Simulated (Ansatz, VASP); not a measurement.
# W2CF2: VASP beside Ansatz

Wanted: the spread between two codes on one cell, functional and k mesh. Of the first pair: The structure shown is the start of the Ansatz relaxation below; VASP solves that cell, so the two are compared at the walk's first step.

Method: plane waves, with VASP 6.6.1 beside it; single point at PBE, in Ansatz 0.2.0.

## (1) Set-up

The cell holds 10 atoms: 2 C, 4 W and 4 F. Cell: a = 2.847 Å, b = 4.932 Å, c = 35.652 Å, α = 90.0°, β = 90.0°, γ = 90.0°. It derives from W2CF2. Vacuum lies along c.

## (2) Ansatz: relaxation, PBE

Ansatz runs on its PAW soft_1 files.

The two programs are compared at the cell with which this relaxation starts, whose forces are those of its first step.

File input.yaml:

```yaml
crystal:
  lattice:
    - [2.8473259017, 0.0, 0.0]
    - [0.0, 4.9317131275, 0.0]
    - [0.0, 0.0, 35.6515995878]
  atoms:
    - { symbol: C, position: [0.5, 0.5043055663, 0.2826442871] }
    - { symbol: C, position: [0.0, -0.0043055663, 0.2783403597] }
    - { symbol: W, position: [0.0, 0.317313915, 0.3198986186] }
    - { symbol: W, position: [0.5, 0.8493527517, 0.3191923609] }
    - { symbol: W, position: [0.5, 0.182686085, 0.2410860282] }
    - { symbol: W, position: [1.0, 0.6506472483, 0.2417922859] }
    - { symbol: F, position: [0.5, 0.1730517657, 0.3657134134] }
    - { symbol: F, position: [1.0, 0.6602815677, 0.3620813514] }
    - { symbol: F, position: [0.0, 0.3269482343, 0.1952712334] }
    - { symbol: F, position: [0.5, 0.8397184323, 0.1989032954] }
  periodic: [true, true, false]
kpoints:
  mp_grid: { grid: [12, 8, 1] }
hamiltonian:
  xc: pbe
  pseudopotentials: { kind: paw, azcp: { folder: soft_1 } }
scf:
  occupations: { method: methfessel_paxton, width: 0.2 }
output:
  forces: true
  stress: true
  eigenvalues: true
  write_density: true
  write_potential: true
  elf: true
  volumetric_format: npy
relax:
  adjacent_minimum: "off"
  f_tol: 0.002
  max_steps: 120
  cell: { stress_2d_tol: 0.005 }
```

On the command line:

```console
> ansatz run input.yaml --threads 4 --pin off --max-ram 16384MiB --backend cpu --events-out ev --progress --plain --runs-dir out
```

Numbers of over 12 decimals in the logs are rounded to 6 here.

The log of the run:

```text
Engine: ansatz 0.2.0, aarch64-unknown-linux-gnu
Pseudopotentials: kind: paw
Pseudopotential: C, paw, valence charge 4, recommended cutoff 420 eV (normal), soft_1/C.paw.azcp
Pseudopotential: W, paw, valence charge 14, recommended cutoff 420 eV (normal), soft_1/W.paw.azcp
Pseudopotential: F, paw, valence charge 7, recommended cutoff 420 eV (normal), soft_1/F.paw.azcp
Functional definition: PBE
  parameter kappa = 0.804
  parameter beta = 0.066725
  exchange = pbe_x(kappa = kappa, mu = beta*pi^2/3)
  correlation = pbe_c(beta = beta)
Crystal: 10 atoms, lattice volume = 500.627 Å³
Basis set: ecut = 420 eV, 9847 PW (Γ), exchange–correlation on 40×72×480 points (8 copies of the dense FFT grid, shifted against one another)
Bands: 56, of which v1, the nominal top of the filled ones, is band 46 counted from 1 (45 counted from 0)
Symmetry: 4 space group operations
Space group: P21/m (ITA 11), of the structure as read, at distance tolerance 7.9e-5 Å
k-points: 35 of 96
Non-local potential: C, projectors of the file, l = 0: 2, l = 1: 2, l = 2: 1
Non-local potential: W, projectors of the file, l = 0: 3, l = 1: 2, l = 2: 2, l = 3: 1
Non-local potential: F, projectors of the file, l = 0: 2, l = 1: 2, l = 2: 1
PAW form: soft (Blöchl's): semilocal exchange-correlation on the pseudo side does not see the compensation charge
PAW one-centre angular grid: C, 110 points (default); XC on 64 Gauss nodes
PAW one-centre angular grid: W, 590 points (default); XC on 64 Gauss nodes
PAW one-centre angular grid: F, 110 points (default); XC on 64 Gauss nodes
Initial density: superposition of atomic densities (neutral atoms: chi_scale 0, normalization atom)
Initial wavefunctions: pseudopotential atomic-orbital guess
Functional: x = pbe(κ = 0.804, μ = 0.219515), c = pbe(β = 0.066725)
SCF iter   1: F=—  HF=-45281.541485 eV  |F-HF|=—  |Δ(HF+E_count)|=         —  Δρ=6.16e-2  dr2=2.89e1  ethr=3.10e-3  ⟨swp⟩=11.0  Hψ=12959  notcnv=0
preconditioner: auto → LDOS  [metal: Δε(μ)=0.015 eV  Ē_g=11.282 eV  σ=0.200 eV  W_gap=0.07  n_scr=60 (ndim 8)  ℏωp=12.9 eV  f_vac=0.758  D(μ)=4.86/eV (n_scr^D=24)  β→1.0]
SCF iter   2: F=—  HF=-45276.230326 eV  |F-HF|=—  |Δ(HF+E_count)|=    5.31e0  S|Δr|=    0.00e0  Δρ=3.69e-2  dr2=6.69e0  ethr=3.10e-3  ⟨swp⟩=5.3  Hψ=6782  notcnv=0  defer=103
SCF iter   3: F=—  HF=-45274.779769 eV  |F-HF|=—  |Δ(HF+E_count)|=    1.45e0  S|Δr|=    0.00e0  Δρ=8.15e-3  dr2=4.21e-1  ethr=3.10e-3  ⟨swp⟩=4.0  Hψ=5379  notcnv=0  defer=87
SCF iter   4: F=—  HF=-45274.672438 eV  |F-HF|=—  |Δ(HF+E_count)|=   1.07e-1  S|Δr|=    0.00e0  Δρ=1.92e-3  dr2=1.99e-2  ethr=4.57e-4  ⟨swp⟩=3.6  Hψ=4828  notcnv=0  defer=87
SCF iter   5: F=—  HF=-45274.672588 eV  |F-HF|=—  |Δ(HF+E_count)|=   1.50e-4  S|Δr|=    0.00e0  Δρ=5.55e-4  dr2=2.60e-3  ethr=2.16e-5  ⟨swp⟩=3.4  Hψ=4483  notcnv=0  defer=87
SCF iter   6: F=—  HF=-45274.672845 eV  |F-HF|=—  |Δ(HF+E_count)|=   2.57e-4  S|Δr|=    0.00e0  Δρ=2.46e-4  dr2=4.26e-4  ethr=2.82e-6  ⟨swp⟩=3.4  Hψ=4331  notcnv=0  defer=87
SCF iter   7: F=—  HF=-45274.673066 eV  |F-HF|=—  |Δ(HF+E_count)|=   2.22e-4  S|Δr|=    0.00e0  Δρ=8.11e-5  dr2=3.75e-5  ethr=4.64e-7  ⟨swp⟩=3.1  Hψ=3940  notcnv=0  defer=87
SCF iter   8: F=—  HF=-45274.673137 eV  |F-HF|=—  |Δ(HF+E_count)|=   7.08e-5  S|Δr|=    0.00e0  Δρ=2.77e-5  dr2=2.27e-6  ethr=4.08e-8  ⟨swp⟩=3.7  Hψ=4429  notcnv=0  defer=87
SCF iter   9: F=—  HF=-45274.673145 eV  |F-HF|=—  |Δ(HF+E_count)|=   7.50e-6  S|Δr|=    0.00e0  Δρ=8.55e-6  dr2=2.13e-7  ethr=2.46e-9  ⟨swp⟩=3.5  Hψ=4526  notcnv=0  defer=87
SCF iter  10: F=-45274.673146 eV  HF=-45274.673146 eV  |F-HF|=3.86e-7  |Δ(HF+E_count)|=   1.01e-6  S|Δr|=    0.00e0  Δρ=3.13e-6  dr2=2.79e-8  ethr=1.09e-10  ⟨swp⟩=32.3  Hψ=26927  notcnv=0
SCF 1 converged in 10 iterations: F = -45274.673146 eV  dr2 = 2.79e-8
  greatest PAW one-centre occupation: 0.999 electrons in one spin orbital (limit 2), on the W atom at site 4 (counted from 0), in its partial waves of l = 0
relax step   1: F+E_penalty+E_count = -45274.67314593 eV  Δ(F+E_penalty+E_count) = +0.000e0 eV  max|allowed force component| = 2.915e-1 eV/Å  Δτ_max = 0.0000 Å  P = +2.606 N/m  Ω = 500.627 Å³  fix = [c, alpha, beta]  reactions: c +0.000 N/m; alpha +0.000 N/m/rad  (10 SCF iters, dr2 threshold 1.00e-7 eV, accepted)
Crystal: 10 atoms, lattice volume = 520.174 Å³
Basis set: ecut = 420 eV, 10191 PW (Γ), exchange–correlation on 40×72×480 points (8 copies of the dense FFT grid, shifted against one another)
Initial density: handed on by an earlier stage of this run
Initial wavefunctions: those handed on with the density
iter 1 solved again at ethr=1.36e-4 eV; its pass at ethr=3.10e-3 eV (dr2=1.25e-1 eV) is discarded
SCF iter   1: F=—  HF=-45274.841315 eV  |F-HF|=—  |Δ(HF+E_count)|=         —  Δρ=7.16e-3  dr2=1.29e-1  ethr=1.36e-4  ⟨swp⟩=3.4  Hψ=15327  notcnv=0
[...]
SCF iter   6: F=—  HF=-45275.591025 eV  |F-HF|=—  |Δ(HF+E_count)|=   5.68e-9  S|Δr|=    0.00e0  Δρ=1.60e-8  dr2=1.32e-12  ethr=3.17e-14 (applied; sched 1.00e-12)  ⟨swp⟩=3.3  Hψ=4895  notcnv=0
SCF iter   7: F=-45275.591025 eV  HF=-45275.591025 eV  |F-HF|=2.26e-10  |Δ(HF+E_count)|=  6.48e-10  S|Δr|=    0.00e0  Δρ=7.03e-9  dr2=1.81e-13  ethr=1.00e-12  ⟨swp⟩=13.5  Hψ=12168  notcnv=0
SCF 31 converged in 7 iterations: F = -45275.591025 eV  dr2 = 1.81e-13
relax step  31: F+E_penalty+E_count = -45275.59102540 eV  Δ(F+E_penalty+E_count) = -3.010e-5 eV  max|allowed force component| = 9.234e-4 eV/Å  Δτ_max = 0.0000 Å  P = -0.003 N/m  Ω = 565.004 Å³  fix = [c, alpha, beta]  reactions: c +0.000 N/m; alpha +0.000 N/m/rad  stress off target by 3.24e-3 N/m on what of the cell is left free  SCF on the basis re-selected at this cell (its energy is not comparable with the rows above)  (7 SCF iters)
basis re-selected at this cell: Δ(F+E_penalty+E_count) = -3.010e-5 eV, ΔP = +0.000 N/m vs the last step (what re-selecting the basis moved, of the pressure what is left beyond the Pulay correction that the steps carried, after the strain that the cell walked since its last selection, with what the two solves' SCF thresholds leave and, on support functions, any second-order correction that the steps lacked; it is no m [...]
WARN: The output density's exchange-correlation potential varies sharply where the density is thin. Do not read a vacuum level from v_tot or v_xc, or from such a field of the output density. On a cell that repeats whose density bears no net charge and no dipole along the vacuum's axis use v_es (v_loc + v_h of the components); under efield.dipole_correction with no amplitude use v_es + v_field, which holds any externa [...]
SCF converged after 7 iterations
Stability not checked: this state was not tested for a lower state beside it, because cold or Methfessel-Paxton smearing, or corrected tetrahedra, fill the levels in a way that the test cannot read (fill_not_monotonic; see scf.lower_state_search)
Free energy (F): -45275.591025 eV
Harris-Foulkes:  -45275.591025 eV  (|F-HF|=2.26e-10)
Internal energy: -45275.598433 eV  (E = F + TS)
E sigma→0 (E₀):  -45275.592877 eV
Entropy (-TS):   0.007408 eV (0.741 meV/atom)
Fermi energy:    -4.864565 eV
--- Per-component energies (eV) ---
  E_band       = -2525.972217
  E_kinetic    = 2655.074018
  E_local      = -335100.778990  (includes V_loc(G=0)·N_el)
  E_nonlocal   = 294.530544
  E_hartree    = 166005.752504
  E_xc         = -1471.287643
  E_vxc        = -1434.624919  (∫ρ·V_xc dr)
  E_paw        = -35328.456536  (= ΣΔE_a)
  E_vpaw       = -951.681314  (= ΣTr[D̂ρ^β])
  E_aug_tail   = 0.003356  (compensation charges beyond the density's cutoff)
  E_ewald      = 157669.564312
  E_smearing   = 0.007408  (= −TS)
  E_closure    = -0.000000  (closes the sum)
  Σ components = -45275.591025   (vs F -45275.591025, Δ=0.00e0)
--- Forces (eV/Å), atoms counted from 1 ---
  atom   1  C     -0.00000000     0.00004639     0.00043720
  atom   2  C      0.00000000    -0.00004639    -0.00043720
  atom   3  W      0.00000000    -0.00008046    -0.00031509
  atom   4  W     -0.00000000     0.00049713    -0.00091717
  atom   5  W     -0.00000000     0.00008046     0.00031509
  atom   6  W      0.00000000    -0.00049713     0.00091717
  atom   7  F      0.00000000     0.00044623     0.00092337
  atom   8  F     -0.00000000     0.00003815    -0.00030182
  atom   9  F     -0.00000000    -0.00044623    -0.00092337
  atom  10  F      0.00000000    -0.00003815     0.00030182
  max |Σ_I F_I| component: 5.42e-20 eV/Å
--- 2D stress c σ (N/m, compression-positive) ---
       -0.003240      -0.000000      -0.000000
       -0.000000      -0.002744      -0.000000
       -0.000000      -0.000000      -0.000000
  P = ½ c Tr σ = -0.0030 N/m
--- Band table (eV; the first three rows and the last of 35) ---
  k-point 0: bands = [... 42 lower, -6.6891, -6.6644, -5.7075, -5.1595, -4.8014, -4.4514, -4.1255, -4.1081, ... 6 higher]
  k-point 1: bands = [... 42 lower, -6.7118, -6.6414, -5.8385, -5.0401, -4.9034, -4.7462, -4.1251, -4.0431, ... 6 higher]
  k-point 2: bands = [... 42 lower, -6.7585, -6.5612, -6.0004, -5.3484, -5.1689, -4.7163, -4.1625, -4.0839, ... 6 higher]
  k-point 34: bands = [... 42 lower, -5.4520, -5.4520, -3.9861, -3.9861, -3.3835, -3.3835, -3.1715, -3.1715, ... 6 higher]
--- Relaxed structure (28 steps of the walk, 26 accepted, 3 SCFs on fresh bases) ---
  F+E_penalty+E_count = -45275.59102540 eV   max|allowed force component| = 9.234e-4 eV/Å   (the final SCF, on the basis selected at the relaxed cell)
  cell:  # Å, volume = 565.0038 Å³
    - [2.947619, 0.0, 0.0]
    - [0.0, 5.376517, 0]
    - [0.0, 0, 35.6515995878]
  atoms:
    - { symbol: C, position: [0.500000, 0.496278, 0.287795] }
    - { symbol: C, position: [0, 0.00372249, 0.273190] }
    - { symbol: W, position: [0, 0.274188, 0.316452] }
    - { symbol: W, position: [0.500000, 0.855933, 0.311797] }
    - { symbol: W, position: [0.500000, 0.225812, 0.244533] }
    - { symbol: W, position: [1.000000, 0.644067, 0.249187] }
    - { symbol: F, position: [0.500000, 0.115805, 0.359927] }
    - { symbol: F, position: [1.000000, 0.606697, 0.350927] }
    - { symbol: F, position: [0, 0.384195, 0.201058] }
    - { symbol: F, position: [0.500000, 0.893303, 0.210057] }
```

Reading the cycles: dr2 is the Hartree energy of the density residual (eV), the measure of convergence; HF is the Harris–Foulkes estimate of the energy, which meets the free energy F at convergence.

[end of part 1 of 2]

[Lines on the potential files, build, host, timing and source positions are cut from VASP's logs without a mark.]

[Logs are printed without paths, hosts, clocks, repeated set-up lines and the standing remarks that a program may print on its own settings, such as how far it seeks lower states.]

[Hosts, paths, dates, database ids (printed as entryN), source tags and the programs' standing remarks are cut or masked in the printed files.]
